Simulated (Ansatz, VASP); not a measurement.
## Sb3Pb: VASP beside Ansatz

```
CELL_PARAMETERS angstrom
-3.11797 3.11797 3.11797
3.11797 -3.11797 3.11797
3.11797 3.11797 -3.11797
ATOMIC_POSITIONS crystal
Sb 0.00000 0.50000 0.50000
Sb 0.50000 0.00000 0.50000
Sb 0.50000 0.50000 0.00000
Pb 0.00000 0.00000 0.00000
```

Alike in both runs: task single point; functional PBE; k mesh 10 × 10 × 10; occupations gaussian, width 0.1 eV; no spin polarisation.

|  | VASP | Ansatz |
| --- | --- | --- |
| version | VASP 6.6.1 | Ansatz 0.2.0 |
| potentials or method | VASP PAW PBE potentials, release 64 (Sb, Pb_d) | scalar-relativistic, plane waves, PAW |
| plane-wave cutoff (eV) | 520 | 420 |
| valence electrons in the cell | 29 | 59 |

```tsv
	VASP	Ansatz	Ansatz less VASP
gap on the k mesh at the Fermi level (eV)	none	none	-
pressure (GPa)	1.5	1.6	+0.05
```

A gap of «none» marks a metal or a gap that the smearing closes. With one functional, cell and mesh, what is left measures potentials, basis and numerics. The two sets of potentials don't hold the same shells in valence.

Spin-orbit coupling is left out, which matters for the levels of Pb, Sb.
